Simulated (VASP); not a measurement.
Here is the system:

```
BaTiO3
1.0
    3.86412     0.00000     0.00000
    0.00000     3.86412     0.00000
    0.00000     0.00000     3.86383
Ba Ti O
1 1 3
Cartesian
  0.00000   0.00000   3.83594
  1.93206   1.93206   1.90606
  1.93206   1.93206   3.83468
  0.00000   1.93206   1.90382
  1.93206   0.00000   1.90382
```

The numbers are results of PBEsol GGA, VASP's PBE PAW potentials (set 64) (plane waves; VASP), not measurements. Run with 620 eV cut-off, 6×6×6 Γ-centred mesh, Gaussian smearing of 0.050 eV, potentials Ba_sv Ti_sv O.

Unless said otherwise, spin-orbit coupling is left out, though it shifts the bands of the heavy elements here.

**Question.** Estimate the energy per atom (σ→0), pressure, band gap (on the k-mesh) with the smallest direct gap where there is one.

**Answer.** 
band gap (on the k-mesh): 1.89 eV
smallest direct gap (on the k-mesh): 1.91 eV
energy per atom (σ→0): -8.332 eV/atom
pressure: 20.01 GPa

Only differences to runs with the same potentials and settings are physical.

The compound is BaTiO3 in the tetragonal perovskite structure. It was relaxed first under an external pressure of 20 GPa.
